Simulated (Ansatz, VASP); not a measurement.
# ZrSeS: VASP beside Ansatz

Aim: how closely do two programs agree when they are given the same cell, functional and k mesh? The cell is taken from a series of runs on this material, whose earlier steps may have relaxed, scaled, displaced or heated it; both programs get it as it stands.

Calculated with Ansatz 0.2.0; plane waves, with VASP 6.6.1 beside it; PBEsol.

### Step 1. The structure

The cell holds 3 atoms: 1 Zr, 1 S and 1 Se. Cell: a = 3.575 Å, b = 3.575 Å, c = 30.000 Å, α = 90.0°, β = 90.0°, γ = 120.0°. Vacuum lies along c.

### Step 2. Ansatz: zone-centre phonons, PBEsol, pair 1

Ansatz runs on its PAW soft_1 files.

Second derivatives magnify differences that forces hide, and they need a tight electronic threshold.

The input, input.yaml:

```yaml
crystal:
  lattice:
    - [3.5747741265, 0.0, 0.0]
    - [-1.7873870632, 3.0958452063, 0.0]
    - [0.0, 0.0, 30.0]
  atoms:
    - { symbol: Zr, position: [0.0, 0.0, 0.334838835] }
    - { symbol: S, position: [0.3333333333, 0.6666666667, 0.3830074262] }
    - { symbol: Se, position: [0.6666666667, 0.3333333333, 0.2788204054] }
  periodic: [true, true, false]
kpoints:
  mp_grid: { grid: [12, 12, 1] }
hamiltonian:
  xc: pbesol
  pseudopotentials: { kind: paw, azcp: { folder: soft_1 }, xc_functional: pbe }
scf:
  occupations: { method: gaussian, width: 0.02 }
output:
  eigenvalues: true
phonons:
  method: dfpt
```

Launch:

```sh
$ ansatz run input.yaml --threads 4 --pin off --max-ram 16384MiB --backend cpu --events-out ev --progress --plain --runs-dir out
```

Numbers of over 12 decimals in the logs are rounded to 6 here.

Log:

```text
Engine: ansatz 0.2.0, aarch64-unknown-linux-gnu
Pseudopotentials: kind: paw
Pseudopotential: Zr, paw, valence charge 12, recommended cutoff 420 eV (normal), soft_1/Zr.paw.azcp
Pseudopotential: S, paw, valence charge 6, recommended cutoff 420 eV (normal), soft_1/S.paw.azcp
Pseudopotential: Se, paw, valence charge 16, recommended cutoff 420 eV (normal), soft_1/Se.paw.azcp
Functional definition: PBEsol
  exchange = pbesol_x
  correlation = pbesol_c
Crystal: 3 atoms, lattice volume = 332.008 Å³
Basis set: ecut = 420 eV, 6383 PW (Γ), exchange–correlation on 48×48×432 points (8 copies of the dense FFT grid, shifted against one another)
Bands: 21, of which v1, the nominal top of the filled ones, is band 17 counted from 1 (16 counted from 0)
Symmetry: 6 space group operations
k-points: 43 of 144 (irreducible under 2 space group operations, time reversal used)
Non-local potential: Zr, projectors of the file, l = 0: 3, l = 1: 2, l = 2: 2, l = 3: 1
Non-local potential: S, projectors of the file, l = 0: 2, l = 1: 2, l = 2: 1
Non-local potential: Se, projectors of the file, l = 0: 2, l = 1: 2, l = 2: 3, l = 3: 1
PAW form: soft (Blöchl's): semilocal exchange-correlation on the pseudo side does not see the compensation charge
PAW frozen core: Zr, regenerated for the run's functional, and the local potential with it (the file was generated under x = pbe(κ = 0.804, μ = 0.219515), c = pbe(β = 0.066725))
PAW frozen core: S, regenerated for the run's functional, and the local potential with it (the file was generated under x = pbe(κ = 0.804, μ = 0.219515), c = pbe(β = 0.066725))
PAW frozen core: Se, regenerated for the run's functional, and the local potential with it (the file was generated under x = pbe(κ = 0.804, μ = 0.219515), c = pbe(β = 0.066725))
PAW one-centre angular grid: Zr, 590 points (default); XC on 64 Gauss nodes
PAW one-centre angular grid: S, 110 points (default); XC on 64 Gauss nodes
PAW one-centre angular grid: Se, 590 points (default); XC on 64 Gauss nodes
Initial density: superposition of atomic densities (neutral atoms: chi_scale 0, normalization atom)
Initial wavefunctions: pseudopotential atomic-orbital guess
Functional: x = pbesol(κ = 0.804, μ = 0.123457), c = pbesol(β = 0.046)
SCF iter   1: F=—  HF=-10442.663928 eV  |F-HF|=—  |Δ(HF+E_count)|=         —  Δρ=1.90e-2  dr2=1.89e0  ethr=3.10e-3  ⟨swp⟩=17.0  Hψ=8159  notcnv=0
preconditioner: auto → none  [insulator: Δε(μ)=0.658 eV  Ē_g=8.319 eV  σ=0.020 eV  W_gap=1.00  n_scr=16 (ndim 8)  ℏωp=8.2 eV  f_vac=0.761  D(μ)=0.00/eV (n_scr^D=0)  ε∞_Penn≈2.0]
SCF iter   2: F=—  HF=-10442.084108 eV  |F-HF|=—  |Δ(HF+E_count)|=   5.80e-1  Δρ=7.80e-3  dr2=3.47e-1  ethr=3.10e-3  ⟨swp⟩=4.8  Hψ=2726  notcnv=0
SCF iter   3: F=—  HF=-10442.285844 eV  |F-HF|=—  |Δ(HF+E_count)|=   2.02e-1  Δρ=7.92e-3  dr2=2.68e0  ethr=1.02e-3  ⟨swp⟩=5.4  Hψ=2108  notcnv=0  recentre
SCF iter   4: F=—  HF=-10442.049268 eV  |F-HF|=—  |Δ(HF+E_count)|=   2.37e-1  Δρ=4.22e-3  dr2=8.29e-2  ethr=1.02e-3  ⟨swp⟩=4.5  Hψ=2074  notcnv=0
SCF iter   5: F=—  HF=-10442.045296 eV  |F-HF|=—  |Δ(HF+E_count)|=   3.97e-3  Δρ=1.93e-3  dr2=2.95e-2  ethr=2.44e-4  ⟨swp⟩=3.1  Hψ=1723  notcnv=0
SCF iter   6: F=—  HF=-10442.040807 eV  |F-HF|=—  |Δ(HF+E_count)|=   4.49e-3  Δρ=3.14e-4  dr2=2.32e-4  ethr=8.68e-5  ⟨swp⟩=3.1  Hψ=1689  notcnv=0
SCF iter   7: F=—  HF=-10442.040707 eV  |F-HF|=—  |Δ(HF+E_count)|=   1.00e-4  Δρ=1.34e-4  dr2=8.06e-5  ethr=6.83e-7  ⟨swp⟩=3.7  Hψ=2160  notcnv=0
SCF iter   8: F=—  HF=-10442.040705 eV  |F-HF|=—  |Δ(HF+E_count)|=   1.52e-6  Δρ=3.82e-5  dr2=5.32e-6  ethr=2.37e-7  ⟨swp⟩=3.4  Hψ=1843  notcnv=0
SCF iter   9: F=—  HF=-10442.040706 eV  |F-HF|=—  |Δ(HF+E_count)|=   8.85e-7  Δρ=1.32e-5  dr2=8.59e-7  ethr=1.57e-8  ⟨swp⟩=3.0  Hψ=1886  notcnv=0
SCF iter  10: F=—  HF=-10442.040781 eV  |F-HF|=—  |Δ(HF+E_count)|=   7.50e-5  Δρ=2.59e-6  dr2=1.54e-8  ethr=2.53e-9  ⟨swp⟩=3.0  Hψ=1878  notcnv=0
SCF iter  11: F=—  HF=-10442.040781 eV  |F-HF|=—  |Δ(HF+E_count)|=  9.80e-10  Δρ=4.17e-7  dr2=9.14e-10  ethr=4.53e-11  ⟨swp⟩=3.4  Hψ=2113  notcnv=0
SCF iter  12: F=—  HF=-10442.040781 eV  |F-HF|=—  |Δ(HF+E_count)|=  2.00e-10  Δρ=8.69e-8  dr2=2.15e-11  ethr=2.69e-12  ⟨swp⟩=3.7  Hψ=1842  notcnv=0
SCF iter  13: F=-10442.040781 eV  HF=-10442.040781 eV  |F-HF|=2.18e-11  |Δ(HF+E_count)|=  2.55e-11  Δρ=2.88e-8  dr2=9.79e-12  ethr=1.00e-12  ⟨swp⟩=11.9  Hψ=6543  notcnv=0
SCF 1 converged in 13 iterations: F = -10442.040781 eV  dr2 = 9.79e-12
  greatest PAW one-centre occupation: 1.000 electrons in one spin orbital (limit 2), on the Se atom at site 2 (counted from 0), in its partial waves of l = 2
DFPT response loops at Γ: preconditioner auto → none (the input reference at scf.mixing.eps_inf says where Resta's filter doesn't serve); β = 0.50; Broyden in place of MSR1
SCF converged after 13 iterations
Free energy (F): -10442.040781 eV
Harris-Foulkes:  -10442.040781 eV  (|F-HF|=2.18e-11)
Internal energy: -10442.040781 eV  (E = F + TS)
E sigma→0 (E₀):  -10442.040781 eV
Fermi energy:    -5.417016 eV
--- Per-component energies (eV) ---
  E_band       = -1001.011650
  E_kinetic    = 534.711044
  E_local      = -60364.709945  (includes V_loc(G=0)·N_el)
  E_nonlocal   = -243.427301
  E_hartree    = 29861.618110
  E_xc         = -327.590663
  E_vxc        = -356.946291  (∫ρ·V_xc dr)
  E_paw        = -5588.063112  (= ΣΔE_a)
  E_vpaw       = -293.875225  (= ΣTr[D̂ρ^β])
  E_aug_tail   = -0.000411  (compensation charges beyond the density's cutoff)
  E_ewald      = 25684.185375
  E_core_change = 1.236122  (= ΣΔE_core)
  E_smearing   = -0.000000  (= −TS)
  E_closure    = -0.000000  (closes the sum)
  Σ components = -10442.040781   (vs F -10442.040781, Δ=0.00e0)
--- Band table (eV; the first three rows and the last of 43) ---
  k-point 0: bands = [... 13 lower, -8.4306, -7.1768, -5.4877, -5.4877, -4.3767, -4.3767, -3.9086, -0.8528]
  k-point 1: bands = [... 13 lower, -8.3946, -6.9613, -6.1222, -5.7761, -4.3228, -4.0525, -3.7246, -1.2760]
  k-point 2: bands = [... 13 lower, -8.3174, -7.3325, -6.6162, -6.2055, -4.5164, -3.5289, -3.3727, -1.6640]
  k-point 42: bands = [... 13 lower, -8.6571, -8.2511, -8.0759, -7.2901, -3.8839, -3.4616, -2.1789, -1.3856]
--- Phonons (Γ-DFPT): 6 representative perturbations + reference, on 43 of 144 k-points (Σ response iterations 27) ---
  k mesh reduced under 2 symmetry operations, with k and −k counted as one. Each operation leaves every solved perturbation unchanged. A smaller set is not used because it would not reduce the number of displacements times k-points to solve
  ASR residual: 4.516e-5 → 0.000e0 eV/Å²; symmetrization residual: 1.348e-5 eV/Å²
  ASR residual per site (eV/Å²): 3.96e-5 2.73e-5 4.52e-5
  Γ frequencies (cm⁻¹): 0.00 0.00 0.00 109.73 109.73 225.44 225.44 237.74 340.43
  non-analytic LO–TO correction: not included (Born effective charges unavailable; polar crystals: no LO–TO splitting at Γ)
```

The column dr2 measures how far the density is from self-consistency, as an energy; F and HF (Harris–Foulkes) agree once it is small.

[end of part 1 of 3]

[Lines on the potential files, build, host, timing and source positions are cut from VASP's logs without a mark.]

[Logs are printed without paths, hosts, clocks, repeated set-up lines and the standing remarks that a program may print on its own settings, such as how far it seeks lower states.]

[Hosts, paths, dates, database ids (printed as entryN), source tags and the programs' standing remarks are cut or masked in the printed files.]
